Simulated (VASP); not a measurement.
Here is the system:

```xyz
4
Lattice="1.9894 -3.4458 0.0000 1.9894 3.4458 0.0000 0.0000 0.0000 5.1919" Properties=species:S:1:pos:R:3 pbc="T T T"
Ni     0.0000     0.0000     2.5959
Ni     0.0000     0.0000     0.0000
Sb     1.9894     1.1486     1.2980
Sb     1.9894    -1.1486     3.8939
```

The numbers are results of optB88-vdW, VASP's PBE PAW potentials (set 64) (plane waves; VASP 6.6.1), not measurements. Run with 520 eV cut-off, 8×8×6 Γ-centred mesh, first-order Methfessel-Paxton smearing of 0.10 eV, potentials Ni Sb.

Unless said otherwise, spin-orbit coupling is left out, though it shifts the bands of the heavy elements here.

Question: Predict the energy per atom (σ→0), band gap (on the k-mesh) with the smallest direct gap where there is one.

Answer: 
- band gap (on the k-mesh) = none (metal, semimetal or under 0.01 eV)
- energy per atom (σ→0) = -2.649 eV/atom

Only differences to runs with the same potentials and settings are physical.

The compound is NiSb in the NiAs type structure. It was relaxed first. The start is the result of an earlier pass. The run is not spin-polarised, so no magnetic state was tried.
